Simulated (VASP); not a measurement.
# Al(100), as cut: electronic structure, part 2 of 3

Wanted: what it costs to take an electron out of Al(100), held as cut.

VASP 6.6.1; PBE; plane waves and PAW (Al).

So far: The structure; Vacuum level and density of states.

### 2. Vacuum level and density of states (continued)

ELF in the ca plane at fractional y = 0.000, with atoms of Al within 0.2 Å of it. It is the smooth field of the valence electrons, not physical close to the nuclei.

Values, 5 rows by 16 columns, each cell a mean:
```
0.41 0.38 0.39 0.32 0.43 0.36 0.41 0.30 0.44 0.36 0.40 0.45 0.74 0.23 0.01 0.03
0.54 0.53 0.60 0.60 0.55 0.53 0.60 0.60 0.54 0.54 0.60 0.75 0.60 0.13 0.01 0.05
0.59 0.58 0.60 0.61 0.58 0.59 0.60 0.61 0.57 0.60 0.61 0.75 0.52 0.10 0.01 0.00
0.49 0.47 0.55 0.52 0.50 0.46 0.55 0.51 0.50 0.47 0.55 0.67 0.67 0.17 0.01 0.01
0.36 0.34 0.30 0.21 0.39 0.31 0.32 0.18 0.40 0.31 0.31 0.32 0.76 0.26 0.02 0.00
```
Columns run along c (16.0 Å, from fractional 0.42 to 0.88 of the cell), rows up along a (2.9 Å). Atoms in or near the plane, at fractional coordinates: Al at (0.50, 0.00), Al at (0.62, 0.00), Al at (0.74, 0.00).

Only the dipole across the slab is computed (IDIPOL = 3); zeros along the plane are no results.

The map of layer states is cut here 0.5 eV above the Fermi level, so it leaves out the states above that.

The vacuum level lies 4.24 eV above the Fermi level at the upper face; both faces agree, as the slab has next to no dipole.

The program found no field-free point at its default tolerance, but its printed level agrees with the flat part of the planar average.

On this mesh the fine structure of the density of states is sampling noise, and high empty states may be cut by the number of bands.

### 3. The slab in a field, field -0.05

A field across the slab, with the atoms held, gives the electronic response: the dipole changes linearly with the field, and the energy has a linear term from the slab's own dipole and a quadratic one from its polarisability.

The input, INCAR:

```
SYSTEM = Al
PREC = Normal
ENCUT = 300
EDIFF = 1E-06
NELM = 120
ISMEAR = -1
SIGMA = 0.1
LREAL = .FALSE.
ALGO = Fast
GGA = PE
NBANDS = 22
LORBIT = 11
LWAVE = .FALSE.
LCHARG = .FALSE.
KPAR = 4
LASPH = .TRUE.
IDIPOL = 3
LDIPOL = .TRUE.
DIPOL = 0.5 0.5 0.5
EFIELD = -0.05
LVHAR = .TRUE.
```

The input, POSCAR:

```
Al
1.0
    2.8637824638      0.0000000000      0.0000000000
    0.0000000000      2.8637824638      0.0000000000
    0.0000000000      0.0000000000     34.2000000000
Al
9
Direct
    0.0000000000      0.0000000000      0.2631578947
    0.5000000000      0.5000000000      0.3223684211
    0.0000000000      0.0000000000      0.3815789474
    0.5000000000      0.5000000000      0.4407894737
    0.0000000000      0.0000000000      0.5000000000
    0.5000000000      0.5000000000      0.5592105263
    0.0000000000      0.0000000000      0.6184210526
    0.5000000000      0.5000000000      0.6776315789
    0.0000000000      0.0000000000      0.7368421053
```

The input, KPOINTS:

```
Automatic mesh
0
Gamma
18 18 1
0 0 0
```

PAW data sets: Al (PBE family, release 64).

Command:

```console
$ mpirun -np 4 vasp_std
```

What it wrote:

```text
[banner, memory and clock lines left out]
running    4 mpi-ranks, on    1 nodes
 distrk:  each k-point on    1 cores,    4 groups
 distr:  one band on    1 cores,    1 groups

 POSCAR found type information on POSCAR Al
 POSCAR found :  1 types and       9 ions
 LDA part: xc-table for (Slater+PW92), standard interpolation
 POSCAR, INCAR and KPOINTS ok, starting setup
 FFT: planning ... GRIDC
 FFT: planning ... GRID_SOFT
 FFT: planning ... GRID
 WAVECAR not read
 entering main loop
       N       E                     dE             d eps       ncg     rms          rms(c)
DAV:   1     0.453343492469E+02    0.45334E+02   -0.65207E+03  2428   0.581E+02
DAV:   2    -0.300214706680E+02   -0.75356E+02   -0.70917E+02  3254   0.120E+02
DAV:   3    -0.336791243234E+02   -0.36577E+01   -0.35257E+01  3400   0.253E+01
DAV:   4    -0.338113586309E+02   -0.13223E+00   -0.12920E+00  3838   0.544E+00
DAV:   5    -0.338148300440E+02   -0.34714E-02   -0.34291E-02  3704   0.800E-01    0.435E+00
RMM:   6    -0.617220628354E+02   -0.27907E+02   -0.30055E+01  4309   0.117E+01    0.888E+00
RMM:   7    -0.356627794902E+02    0.26059E+02   -0.27029E+00  3144   0.364E+00    0.426E+00
RMM:   8    -0.329357105723E+02    0.27271E+01   -0.13799E+00  3186   0.214E+00    0.199E+00
RMM:   9    -0.331029634885E+02   -0.16725E+00   -0.36265E-01  3009   0.155E+00    0.141E+00
RMM:  10    -0.329220287782E+02    0.18093E+00   -0.13582E-01  3361   0.914E-01    0.914E-01
RMM:  11    -0.327768701149E+02    0.14516E+00   -0.31293E-02  3179   0.515E-01    0.260E-01
RMM:  12    -0.327765453345E+02    0.32478E-03   -0.80245E-03  3115   0.285E-01    0.196E-01
RMM:  13    -0.327719610722E+02    0.45843E-02   -0.34030E-03  3209   0.181E-01    0.640E-02
RMM:  14    -0.327713958182E+02    0.56525E-03   -0.98601E-04  3205   0.110E-01    0.413E-02
RMM:  15    -0.327715606420E+02   -0.16482E-03   -0.51955E-04  3113   0.691E-02    0.298E-02
RMM:  16    -0.327718183269E+02   -0.25768E-03   -0.12065E-04  3091   0.430E-02    0.121E-02
RMM:  17    -0.327721225593E+02   -0.30423E-03   -0.10448E-04  2883   0.325E-02    0.866E-03
RMM:  18    -0.327722774799E+02   -0.15492E-03   -0.17439E-05  2860   0.189E-02    0.473E-03
RMM:  19    -0.327723717759E+02   -0.94296E-04   -0.95944E-06  2724   0.117E-02    0.818E-03
RMM:  20    -0.327723939745E+02   -0.22199E-04   -0.32939E-06  2340   0.743E-03    0.319E-03
RMM:  21    -0.327724058947E+02   -0.11920E-04   -0.13630E-06  2122   0.521E-03    0.152E-03
RMM:  22    -0.327724120384E+02   -0.61437E-05   -0.90321E-07  2102   0.398E-03    0.745E-04
RMM:  23    -0.327724215747E+02   -0.95362E-05   -0.50883E-07  1761   0.306E-03    0.522E-04
RMM:  24    -0.327724261389E+02   -0.45642E-05   -0.24970E-07  1497   0.240E-03    0.182E-04
RMM:  25    -0.327724284443E+02   -0.23054E-05   -0.11010E-07  1315   0.196E-03    0.126E-04
RMM:  26    -0.327724294316E+02   -0.98733E-06   -0.57891E-08  1143   0.170E-03
   1 F= -.32772429E+02 E0= -.32711909E+02  d E =-.121040E+00
```

Elapsed: 38 s, on 4 MPI ranks of AMD EPYC 7R43, shared host; peak memory 0.78 GiB.

Parts of OUTCAR (step 3):

```text
The static configuration has the point symmetry D_4h.

 Found     55 irreducible k-points:

   k-points           NKPTS =     55   k-points in BZ     NKDIM =     55   number of bands    NBANDS=     22

   NELECT =      27.0000    total number of electrons

 dipolmoment           0.000000      0.000000     -0.044228 electrons x Angstroem

 E-fermi :   2.2948

 k-point     1 :       0.0000    0.0000    0.0000
  band No.  band energies     occupation
    ...
      7      -3.9986      2.00000
      8      -2.6109      2.00000
      9      -1.0122      2.00000
     10      -0.0802      2.00000
     11       2.1413      1.64546
     12       3.7909      0.00000
     13       5.2238      0.00000
     14       6.1300      0.00000
     15       6.4971      0.00000
     16       7.6554      0.00000
    ...

 k-point     2 :       0.0556    0.0000    0.0000
  band No.  band energies     occupation
    ...
      7      -3.9445      2.00000
      8      -2.5573      2.00000
      9      -0.9589      2.00000
     10      -0.0287      2.00000
     11       2.1929      1.46943
     12       3.8411      0.00000
     13       5.2745      0.00000
     14       6.1821      0.00000
     15       6.3595      0.00000
     16       6.5482      0.00000
    ...

  Total       -1.7427160     -1.7427160     -0.6197833      0.0000000     -0.0000000      0.0000000
  in kB       -9.9547656     -9.9547656     -3.5403342      0.0000000     -0.0000000      0.0000000
  external PRESSURE =      -7.8166218 kB  Pullay stress =       0.0000000 kB

 POSITION                                       TOTAL-FORCE (eV/Angst)
 -----------------------------------------------------------------------------------
      0.00000      0.00000      9.00000        -0.000000     -0.000000     -0.040450
      1.43189      1.43189     11.02500         0.000000     -0.000000      0.053458
      0.00000      0.00000     13.05000         0.000000     -0.000000      0.049971
      1.43189      1.43189     15.07500         0.000000      0.000000      0.021596
      0.00000      0.00000     17.10000        -0.000000     -0.000000     -0.000282
      1.43189      1.43189     19.12500         0.000000     -0.000000     -0.021733
      0.00000      0.00000     21.15000         0.000000     -0.000000     -0.050389
      1.43189      1.43189     23.17500         0.000000     -0.000000     -0.054459
      0.00000      0.00000     25.20000         0.000000      0.000000      0.042289
 -----------------------------------------------------------------------------------
    total drift:                               -0.000000     -0.000000     -0.000005

  FREE ENERGIE OF THE ION-ELECTRON SYSTEM (eV)
  ---------------------------------------------------
  free  energy   TOTEN  =       -32.7724294316 eV

  energy  without entropy=      -32.6513893607  energy(sigma->0) =      -32.71190940

 vacuum level on the upper side and lower side of the slab         6.879         6.190

 total charge
# of ion       s       p       d       tot
------------------------------------------
    1        0.470   0.295   0.000   0.765
    2        0.429   0.342   0.000   0.771
    3        0.431   0.340   0.000   0.771
    4        0.430   0.340   0.000   0.770
    5        0.427   0.344   0.000   0.771
    6        0.430   0.340   0.000   0.770
    7        0.431   0.340   0.000   0.771
    8        0.429   0.342   0.000   0.771
    9        0.471   0.295   0.000   0.765
--------------------------------------------------
tot          3.947   2.977   0.000   6.924

[... 7 parts as in an earlier step ...]

[... 5 further parts left out ...]
```

Numbers from this step:

```
electronic cycles : 26
dipole moment     : 0, 0, -0.04423 e·Å
```

The planar average of the electrostatic potential oscillates, so the rows of the table below give means over windows of 2.05 Å about each position, cut where the curve ends. Its maxima inside the range that stand out by 2 % of the span (Å: eV): 10.0: -2.02, 12.1: -2.02, 14.0: -1.98, 16.1: -1.99, 18.1: -1.99, 20.2: -1.98, 22.1: -2.02, 24.2: -2.02. Its minima: 9.0: -15.1, 11.1: -15.3, 13.0: -15.2, 15.0: -15.3, 17.1: -15.3, 19.2: -15.3, 21.2: -15.2, 23.1: -15.3, 25.2: -15.1.

Zero at the Fermi level. The planar average of the electrostatic potential by height; means over each step:

height (Å), planar average of the electrostatic potential (eV) and a bar from the least value:
```
     1.02        4.0 #############################
     3.07        4.0 #############################
     5.12        4.1 #############################
     7.17        3.0 ##########################
     9.22       -7.7 #
    11.28       -7.9 
    13.32       -7.9 
    15.37       -7.9 
    17.42       -7.9 
    19.47       -7.9 
    21.52       -7.9 
    23.57       -7.9 
    25.62       -6.4 ####
    27.67        4.0 #############################
    29.72        4.4 ##############################
    31.77        4.5 ##############################
    33.82        4.5 ##############################
```

Force by atom:

```tsv
atom	x (eV/Å)	y (eV/Å)	z (eV/Å)	size
Al1	0.0000	0.0000	-0.0404	0.0404
Al2	0.0000	0.0000	0.0535	0.0535
Al3	0.0000	0.0000	0.0500	0.0500
Al4	0.0000	0.0000	0.0216	0.0216
Al5	0.0000	0.0000	-0.0003	0.0003
Al6	0.0000	0.0000	-0.0217	0.0217
Al7	0.0000	0.0000	-0.0504	0.0504
Al8	0.0000	0.0000	-0.0545	0.0545
Al9	0.0000	0.0000	0.0423	0.0423
```

VASP counts the dipole in electrons times Å, so a positive number points the physical dipole along −c. A positive EFIELD is likewise a physical field along −c.

Energy at zero smearing: -32.71191 eV.

### 4. The slab in a field, field 0.05

Changes to INCAR since step 3:

```diff
@@ -19,3 +19,3 @@
 DIPOL = 0.5 0.5 0.5
-EFIELD = -0.05
+EFIELD = 0.05
 LVHAR = .TRUE.
```

POSCAR is that of step 3.

KPOINTS is that of step 3.

Command:

```console
$ mpirun -np 4 vasp_std
```

What it wrote:

```text
[... set-up lines as in an earlier step ...]
 entering main loop
       N       E                     dE             d eps       ncg     rms          rms(c)
DAV:   1     0.453919371280E+02    0.45392E+02   -0.65202E+03  2420   0.581E+02
DAV:   2    -0.299674514326E+02   -0.75359E+02   -0.71142E+02  3276   0.120E+02
DAV:   3    -0.336709192459E+02   -0.37035E+01   -0.35725E+01  3354   0.254E+01
DAV:   4    -0.338113884292E+02   -0.14047E+00   -0.13699E+00  3926   0.557E+00
DAV:   5    -0.338148273078E+02   -0.34389E-02   -0.33890E-02  3736   0.773E-01    0.435E+00
RMM:   6    -0.617826658559E+02   -0.27968E+02   -0.30503E+01  4299   0.116E+01    0.889E+00
RMM:   7    -0.356585138950E+02    0.26124E+02   -0.27610E+00  3153   0.367E+00    0.426E+00
RMM:   8    -0.329358098746E+02    0.27227E+01   -0.13607E+00  3191   0.214E+00    0.199E+00
RMM:   9    -0.331066417056E+02   -0.17083E+00   -0.37034E-01  3028   0.156E+00    0.142E+00
RMM:  10    -0.329222157554E+02    0.18443E+00   -0.14047E-01  3365   0.913E-01    0.915E-01
RMM:  11    -0.327768369021E+02    0.14538E+00   -0.31257E-02  3166   0.511E-01    0.257E-01
RMM:  12    -0.327765478821E+02    0.28902E-03   -0.74943E-03  3130   0.285E-01    0.196E-01
RMM:  13    -0.327722192064E+02    0.43287E-02   -0.36957E-03  3224   0.185E-01    0.727E-02
RMM:  14    -0.327714545478E+02    0.76466E-03   -0.10328E-03  3242   0.111E-01    0.449E-02
RMM:  15    -0.327715782830E+02   -0.12374E-03   -0.51554E-04  3079   0.695E-02    0.309E-02
RMM:  16    -0.327718224261E+02   -0.24414E-03   -0.13227E-04  3034   0.440E-02    0.112E-02
RMM:  17    -0.327721267377E+02   -0.30431E-03   -0.10482E-04  2917   0.329E-02    0.883E-03
RMM:  18    -0.327722831345E+02   -0.15640E-03   -0.17882E-05  2866   0.192E-02    0.496E-03
RMM:  19    -0.327723654145E+02   -0.82280E-04   -0.85566E-06  2682   0.114E-02    0.808E-03
RMM:  20    -0.327723948356E+02   -0.29421E-04   -0.35920E-06  2340   0.752E-03    0.288E-03
RMM:  21    -0.327724064383E+02   -0.11603E-04   -0.11376E-06  2069   0.510E-03    0.143E-03
RMM:  22    -0.327724119667E+02   -0.55284E-05   -0.10005E-06  2118   0.399E-03    0.644E-04
RMM:  23    -0.327724218743E+02   -0.99075E-05   -0.54802E-07  1754   0.306E-03    0.378E-04
RMM:  24    -0.327724264186E+02   -0.45443E-05   -0.25725E-07  1534   0.240E-03    0.220E-04
RMM:  25    -0.327724283462E+02   -0.19276E-05   -0.90491E-08  1285   0.190E-03    0.168E-04
RMM:  26    -0.327724293591E+02   -0.10129E-05   -0.54528E-08  1171   0.167E-03    0.249E-04
RMM:  27    -0.327724296541E+02   -0.29498E-06   -0.25958E-08   907   0.151E-03
   1 F= -.32772430E+02 E0= -.32711910E+02  d E =-.121040E+00
```

Elapsed: 41 s, on 4 MPI ranks; peak memory 0.79 GiB.

From OUTCAR (step 4):

```text
The static configuration has the point symmetry D_4h.

 Found     55 irreducible k-points:

   NELECT =      27.0000    total number of electrons

 dipolmoment           0.000000      0.000000      0.044223 electrons x Angstroem

 E-fermi :   2.2948

 k-point     1 :       0.0000    0.0000    0.0000
  band No.  band energies     occupation
    ...
      7      -3.9986      2.00000
      8      -2.6109      2.00000
      9      -1.0122      2.00000
     10      -0.0802      2.00000
     11       2.1413      1.64546
     12       3.7909      0.00000
     13       5.2236      0.00000
     14       6.1284      0.00000
     15       6.4984      0.00000
     16       7.6555      0.00000
    ...

 k-point     2 :       0.0556    0.0000    0.0000
  band No.  band energies     occupation
    ...
      7      -3.9445      2.00000
      8      -2.5573      2.00000
      9      -0.9589      2.00000
     10      -0.0287      2.00000
     11       2.1930      1.46943
     12       3.8411      0.00000
     13       5.2743      0.00000
     14       6.1805      0.00000
     15       6.3595      0.00000
     16       6.5494      0.00000
    ...

  Total       -1.7427400     -1.7427400     -0.6197855      0.0000000      0.0000000      0.0000000
  in kB       -9.9549029     -9.9549029     -3.5403473      0.0000000      0.0000000      0.0000000
  external PRESSURE =      -7.8167177 kB  Pullay stress =       0.0000000 kB

 POSITION                                       TOTAL-FORCE (eV/Angst)
 -----------------------------------------------------------------------------------
      0.00000      0.00000      9.00000        -0.000000     -0.000000     -0.042285
      1.43189      1.43189     11.02500         0.000000     -0.000000      0.054461
      0.00000      0.00000     13.05000        -0.000000     -0.000000      0.050388
      1.43189      1.43189     15.07500        -0.000000     -0.000000      0.021735
      0.00000      0.00000     17.10000        -0.000000      0.000000      0.000277
      1.43189      1.43189     19.12500        -0.000000     -0.000000     -0.021595
      0.00000      0.00000     21.15000         0.000000      0.000000     -0.049973
      1.43189      1.43189     23.17500        -0.000000     -0.000000     -0.053460
      0.00000      0.00000     25.20000        -0.000000      0.000000      0.040451
 -----------------------------------------------------------------------------------
    total drift:                               -0.000000     -0.000000      0.000003

  FREE ENERGIE OF THE ION-ELECTRON SYSTEM (eV)
  ---------------------------------------------------
  free  energy   TOTEN  =       -32.7724296541 eV

  energy  without entropy=      -32.6513895223  energy(sigma->0) =      -32.71190959

 vacuum level on the upper side and lower side of the slab         6.190         6.879

 total charge
# of ion       s       p       d       tot
------------------------------------------
    1        0.471   0.295   0.000   0.765
    2        0.429   0.342   0.000   0.771
    3        0.431   0.340   0.000   0.771
    4        0.430   0.340   0.000   0.770
    5        0.427   0.344   0.000   0.771
    6        0.430   0.340   0.000   0.770
    7        0.431   0.340   0.000   0.771
    8        0.429   0.342   0.000   0.771
    9        0.470   0.295   0.000   0.765
--------------------------------------------------
tot          3.947   2.977   0.000   6.924

[... 11 parts as in an earlier step ...]

[... 2 further parts left out ...]
```

Numbers from this step:

```yaml
electronic_cycles: 27
dipole_moment: 0, 0, 0.04422 e·Å
```

The planar average of the electrostatic potential oscillates, so the rows of the table below give means over windows of 2.05 Å about each position, cut where the curve ends. Its maxima inside the range that stand out by 2 % of the span (Å: eV): 10.0: -2.02, 12.1: -2.02, 14.0: -1.98, 16.1: -1.99, 18.1: -1.99, 20.2: -1.98, 22.1: -2.02, 24.2: -2.02. Its minima: 9.0: -15.1, 11.1: -15.3, 13.0: -15.2, 15.0: -15.3, 17.1: -15.3, 19.2: -15.3, 21.2: -15.2, 23.1: -15.3, 25.2: -15.1.

Zero at the Fermi level. Table of planar average of the electrostatic potential by height; means over each step:

```tsv
height (Å)	planar average of the electrostatic potential (eV)
1.02	4.53
3.07	4.45
5.12	4.34
7.17	3.07
9.22	-7.67
11.28	-7.90
13.32	-7.88
15.37	-7.90
17.42	-7.91
19.47	-7.91
21.52	-7.91
23.57	-7.93
25.62	-6.39
27.67	3.94
29.72	4.10
31.77	3.99
33.82	3.93
```

Force by atom:

```tsv
atom	x (eV/Å)	y (eV/Å)	z (eV/Å)	size
Al1	0.0000	0.0000	-0.0423	0.0423
Al2	0.0000	0.0000	0.0545	0.0545
Al3	0.0000	0.0000	0.0504	0.0504
Al4	0.0000	0.0000	0.0217	0.0217
Al5	0.0000	0.0000	0.0003	0.0003
Al6	0.0000	0.0000	-0.0216	0.0216
Al7	0.0000	0.0000	-0.0500	0.0500
Al8	0.0000	0.0000	-0.0535	0.0535
Al9	0.0000	0.0000	0.0405	0.0405
```

Energy at zero smearing: -32.71191 eV.

(Continued in part 3 of 3.)

[Lines on the potential files, build, host, timing and source positions are cut from VASP's logs without a mark.]

[Logs are printed without paths, hosts, clocks, repeated set-up lines and the standing remarks that a program may print on its own settings, such as how far it seeks lower states.]

[Hosts, paths, dates, database ids (printed as entryN), source tags and the programs' standing remarks are cut or masked in the printed files.]

[In band tables of VASP the shares of atoms and orbitals are scaled to a sum of 1 inside the atoms' spheres.]

[Runs that stopped without an error message from VASP are left out.]
